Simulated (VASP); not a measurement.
Energy against volume of Al3Sc (L1_2). Level of theory: revTPSS meta-GGA, VASP's PBE PAW potentials (set 64) (plane waves; VASP).

```tsv
V (Å³/atom)	E (eV/atom)
15.918	-5.99729
16.426	-6.01326
16.934	-6.01878
17.442	-6.01536
17.950	-6.00443
```

Q: Fit a third-order Birch-Murnaghan equation of state.

A: 
```yaml
volume_per_atom: 16.98 Å³/atom
bulk_modulus: 92.1 GPa
pressure_derivative_of_the_bulk_modulus: 4.49
lattice_constant_a: 4.080 Å
```

Measured: a 4.103 Å (computed value off by -0.6 %), as given by A Combined Experimental and First-Principles Based Assessment of Finite-Temperature Thermodynamic Properties of …. The calculation is for a static lattice, while the measured a holds thermal and zero-point effects, which are part of the difference.

The compound is Al3Sc in the L1_2 structure. It was relaxed first.
